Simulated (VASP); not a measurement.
All values below come from PBE GGA, VASP's PBE PAW potentials (set 64) (plane waves; VASP).

A VASP calculation is set up with these files.

**INCAR**
```
! general
SYSTEM =Re
PREC   =Accurate
ENCUT  =400
LREAL  =.False.
LASPH  =.True.

! electronic loop
EDIFF  =1E-6
NELM   =100
ALGO   =Normal
LMAXMIX=6

! smearing
ISMEAR =1
SIGMA  =0.1

! functional
GGA    =PE

! ions
ISIF   =2

! output
LWAVE  =.False.
LCHARG =.False.
```

**KPOINTS**
```
Automatic mesh
0
Gamma
14 14 8
0 0 0
```

File POSCAR:
```
Re
1
    1.3800000000    -2.3902300000     0.0000000000
    1.3800000000     2.3902300000     0.0000000000
    0.0000000000     0.0000000000     4.4600000000
Re
2
Direct
  0.3333330000   0.6666670000   0.2500000000
  0.6666670000   0.3333330000   0.7500000000
```

POTCAR, in this order: Re (PBE.64 set). Program: vasp_std.

Output of the run:

### OSZICAR
```
       N       E                     dE             d eps       ncg     rms          rms(c)
DAV:   1     0.187819472171E+02    0.18782E+02   -0.61683E+03  5055   0.143E+03
DAV:   2    -0.221331604588E+02   -0.40915E+02   -0.35302E+02  4507   0.329E+02
DAV:   3    -0.260537683298E+02   -0.39206E+01   -0.32921E+01  4672   0.149E+02
DAV:   4    -0.262309988031E+02   -0.17723E+00   -0.16225E+00  4843   0.158E+01
DAV:   5    -0.262382943863E+02   -0.72956E-02   -0.66412E-02  4571   0.202E+00    0.429E+01
DAV:   6    -0.252146596546E+02    0.10236E+01   -0.98697E-01  4872   0.309E+01    0.176E+01
DAV:   7    -0.248584566466E+02    0.35620E+00   -0.73181E-01  5092   0.254E+01    0.692E-01
DAV:   8    -0.248451225880E+02    0.13334E-01   -0.10839E-02  5215   0.133E+00    0.224E-01
DAV:   9    -0.248443342581E+02    0.78833E-03   -0.62540E-04  5127   0.288E-01    0.353E-02
DAV:  10    -0.248443508556E+02   -0.16598E-04   -0.39044E-05  4535   0.575E-02    0.558E-03
DAV:  11    -0.248443510151E+02   -0.15946E-06   -0.20214E-07  2394   0.214E-02
   1 F= -.24844351E+02 E0= -.24844644E+02  d E =0.878260E-03
```

**OUTCAR**
```
------------------------ aborting loop because EDIFF is reached ----------------------------------------
  FORCE on cell =-STRESS in cart. coord.  units (eV):
  Direction    XX          YY          ZZ          XY          YZ          ZX
  --------------------------------------------------------------------------------------
  Total        1.0107727      1.0107726      1.1341880      0.0000000      0.0000000      0.0000000
  in kB       55.0402591     55.0402538     61.7606714      0.0000000      0.0000000      0.0000000
  external PRESSURE =      57.2803948 kB  Pullay stress =       0.0000000 kB
  volume of cell :       29.42
      direct lattice vectors                 reciprocal lattice vectors
     1.380000000 -2.390230000  0.000000000     0.362318841 -0.209184890  0.000000000
     1.380000000  2.390230000  0.000000000     0.362318841  0.209184890  0.000000000
     0.000000000  0.000000000  4.460000000     0.000000000  0.000000000  0.224215247
 POSITION                                       TOTAL-FORCE (eV/Angst)
 -----------------------------------------------------------------------------------
      1.38000      0.79674      1.11500        -0.000000     -0.000000      0.000000
      1.38000     -0.79674      3.34500         0.000000      0.000000      0.000000
 -----------------------------------------------------------------------------------
    total drift:                               -0.000000      0.000008     -0.000016
  FREE ENERGIE OF THE ION-ELECTRON SYSTEM (eV)
  ---------------------------------------------------
  free  energy   TOTEN  =       -24.8443510151 eV

  energy  without entropy=      -24.8452292748  energy(sigma->0) =      -24.84464377
```
(Selected blocks of OUTCAR.)

### OUTCAR
```
 val. band max:        7.8256498041   @ k =   0.1429   0.0714   0.0000

 cond. band min:       7.8488893013   @ k =   0.2143   0.1429   0.5000


 Fermi energy:         7.8428481700

 k-point     1 :       0.0000    0.0000    0.0000
  band No.  band energies     occupation
      1      -1.9795      2.00000
      2       1.2625      2.00000
      3       6.2960      2.00000
      4       6.3082      2.00000
      5       6.3082      2.00000
      6       7.1429      2.00000
      7       7.1429      2.00000
      8       8.0760     -0.00475
      9       8.0760     -0.00475
     10       8.4965     -0.00000
     11      11.2464      0.00000

 k-point     2 :       0.0714    0.0000    0.0000
  band No.  band energies     occupation
      1      -1.7705      2.00000
      2       1.4587      2.00000
      3       5.8206      2.00000
      4       6.4998      2.00000
      5       6.7125      2.00000
      6       6.9988      2.00000
      7       7.3239      2.00000
      8       7.5885      2.00190
      9       7.9155      0.06264
     10       8.1000     -0.00167
     11      11.3560      0.00000

 k-point     3 :       0.1429   -0.0000    0.0000
  band No.  band energies     occupation
      1      -1.1738      2.00000
      2       1.9808      2.00000
      3       5.2629      2.00000
      4       6.3132      2.00000
      5       6.5730      2.00000
      6       7.0634      2.00000
      7       7.2696      2.00000
      8       7.5227      2.00006
      9       7.7911      1.75875
     10       7.8537      0.81678
     11      11.5985      0.00000

 k-point     4 :       0.2143    0.0000    0.0000
  band No.  band energies     occupation
      1      -0.2877      2.00000
      2       2.5453      2.00000
      3       4.8765      2.00000
      4       5.0780      2.00000
      5       6.1873      2.00000
      6       7.0497      2.00000
      7       7.4254      2.00000
      8       7.9627     -0.07070
      9       8.0030     -0.04601
...
```

Unless said otherwise, spin-orbit coupling is left out, though it shifts the bands of the heavy elements here.

The compound is Re in the hcp structure. The cell was not relaxed at this level.
